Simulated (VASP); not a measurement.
OSZICAR of a VASP run on KCl (rock salt):

**OSZICAR**
```
       N       E                     dE             d eps       ncg     rms          rms(c)
DAV:   1     0.104419065077E+03    0.10442E+03   -0.69477E+03   696   0.112E+03
DAV:   2    -0.908078834607E+00   -0.10533E+03   -0.97544E+02   916   0.268E+02
DAV:   3    -0.692303014191E+01   -0.60150E+01   -0.59812E+01   892   0.600E+01
DAV:   4    -0.711384036645E+01   -0.19081E+00   -0.19060E+00  1216   0.101E+01
DAV:   5    -0.711481163557E+01   -0.97127E-03   -0.97122E-03   904   0.735E-01    0.316E+00
DAV:   6    -0.681261149677E+01    0.30220E+00   -0.56786E-01   840   0.405E+00    0.259E+00
DAV:   7    -0.679607141409E+01    0.16540E-01   -0.13666E-01   880   0.221E+00    0.151E+00
DAV:   8    -0.680903244317E+01   -0.12961E-01   -0.21218E-02   960   0.123E+00    0.183E-01
DAV:   9    -0.680995242799E+01   -0.91998E-03   -0.14711E-03   908   0.260E-01    0.104E-01
DAV:  10    -0.681064397556E+01   -0.69155E-03   -0.68197E-04   796   0.210E-01    0.124E-02
DAV:  11    -0.681065606326E+01   -0.12088E-04   -0.20925E-05   984   0.333E-02    0.684E-03
DAV:  12    -0.681065967624E+01   -0.36130E-05   -0.59510E-06   856   0.183E-02    0.301E-03
DAV:  13    -0.681065976707E+01   -0.90839E-07   -0.67652E-07   916   0.656E-03
   1 F= -.68106598E+01 E0= -.68106598E+01  d E =-.296066E-22
```

### Question
Which electronic solver shows in the log?

### Answer
It is blocked Davidson (ALGO = Normal, or the opening steps of other solvers). The INCAR had ALGO = Normal.

### Question
Can the final energy be trusted as converged?

### Answer
Self-consistency was reached. It stopped with EDIFF = 1E-7, NELM = 100 (PBE GGA, plane waves, VASP's PBE PAW potentials (set 64)).

The compound is KCl in the rock salt structure. It was relaxed first.
